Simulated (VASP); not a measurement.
Data:

```
SnS2
1.0
    1.82500    -3.16099     0.00000
    1.82500     3.16099     0.00000
    0.00000     0.00000     5.90000
Sn S
1 2
Direct
  0.00000   0.00000   0.00000
  0.33333   0.66667   0.25000
  0.66667   0.33333   0.75000
```

Calculation: PBE GGA, VASP's PBE PAW potentials (set 64) (plane waves; VASP 6.6.1). Settings: 400 eV cut-off, 8×8×4 Γ-centred mesh, Gaussian smearing of 0.050 eV, potentials Sn_d S.

Question: Predict the energy per atom (σ→0), pressure.

Answer: 
- energy per atom (σ→0): -4.385 eV/atom
- pressure: 3.18 GPa

The compound is SnS2 in the 1T layered structure. The cell was not relaxed at this level.
